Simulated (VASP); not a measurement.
Input:

```
HgTe
1.0
    0.00000     3.23000     3.23000
    3.23000     0.00000     3.23000
    3.23000     3.23000     0.00000
Hg Te
1 1
Direct
  0.00000   0.00000   0.00000
  0.25000   0.25000   0.25000
```

The numbers are results of MS2 meta-GGA, VASP's PBE PAW potentials (set 64) (plane waves; VASP), not measurements. Run with 520 eV cut-off, 7×7×7 Γ-centred mesh, Gaussian smearing of 0.050 eV, potentials Hg Te.

**Question.** The ions, cell shape and volume are relaxed. Which structure does the run end with?

**Answer.** 
```
HgTe
1.0
    0.00000     3.25137     3.25137
    3.25137     0.00000     3.25137
    3.25137     3.25137     0.00000
Hg Te
1 1
Direct
  0.00000   0.00000   0.00000
  0.25000   0.25000   0.25000
```
Space group F-43m (216), at a tolerance of 0.03 Å.

**Question.** How do energy and volume change from the first to the last step?

**Answer.** The energy (σ→0) changes by -1.8 meV/atom and the volume by +2.0 %, in 3 ionic steps.

The compound is HgTe in the zinc blende structure. This run relaxes it. Symmetry was kept, so distortions that lower it aren't found.
